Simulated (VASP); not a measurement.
Computed with PBE GGA, VASP's PBE PAW potentials (set 64) (plane waves; VASP 6.6.1).

VASP ran on this input.

**POSCAR**
```
GeMo
1
    0.0000000000     2.8430770000     2.8430770000
    2.8430770000     0.0000000000     2.8430770000
    2.8430770000     2.8430770000     0.0000000000
Ge Mo
1 1
Direct
  0.0000000000   0.0000000000   0.0000000000
  0.5000000000   0.5000000000   0.5000000000
```

### INCAR
```
# general
SYSTEM   = GeMo
PREC     = Accurate
ENCUT    = 300
LREAL    = .FALSE.   # projection in real space or not
LASPH    = .TRUE.

# electronic loop
EDIFF    = 1E-8   # SCF stop (eV)
NELM     = 100   # most electronic steps
ALGO     = Normal   # blocked Davidson
LMAXMIX  = 4

# smearing
ISMEAR   = 0   # Gaussian
SIGMA    = 0.1   # width (eV)

# functional
GGA      = PE   # PBE

# ions
IBRION   = 8   # DFPT with symmetry
NSW      = 1
ISIF     = 2   # forces and stress, cell fixed

# output
LWAVE    = .FALSE.
LCHARG   = .FALSE.

# other
LEPSILON = .TRUE.
```

### KPOINTS
```
Automatic mesh
0
Gamma
5 5 5
0 0 0
```

POTCAR, in this order: Ge_d Mo_sv (PBE.64 set). Program: vasp_std.

At this cut-off the stress carries a Pulay error, which pulls relaxed volumes low.

Q: What does the run give for the energy per atom (σ→0), pressure, band gap (on the k-mesh)?

A: 
```
Quantity                                                    Result
------------------------  ----------------------------------------
energy per atom (σ→0)                               -6.677 eV/atom
band gap (on the k-mesh)  none (metal, semimetal or under 0.01 eV)
pressure                                                -24.33 GPa
```

**OSZICAR**
```
...
RMM:  13    -0.596848673353E+00   -0.97562E-07   -0.27165E-07  1395   0.352E-04    0.255E-05
RMM:  14    -0.596848182770E+00    0.49058E-06   -0.78966E-08  1301   0.264E-04    0.478E-05
RMM:  15    -0.596848195415E+00   -0.12644E-07   -0.15510E-07  1209   0.163E-04    0.542E-05
RMM:  16    -0.596848229240E+00   -0.33825E-07   -0.10615E-07  1193   0.102E-04    0.574E-05
RMM:  17    -0.596848201424E+00    0.27816E-07   -0.65112E-08   987   0.753E-05    0.592E-05
RMM:  18    -0.596847863812E+00    0.33761E-06   -0.44192E-08  1565   0.785E-05    0.695E-05
RMM:  19    -0.596847863408E+00    0.40402E-09   -0.33406E-08  1582   0.618E-05    0.718E-05
 Linear response finished
```

The structure was generated: GeMo was put into an ordered model structure, which need not be its known phase. The cell was not relaxed at this level. The k-mesh is coarse (spacing up to 0.38 per Å, 2π included), so the numbers may not be converged in it. The run is one of a series of settings (EDIFF = 1E-8, IBRION = 8, LEPSILON = .TRUE., NSW = 1 against the base run), some of them coarse on purpose.
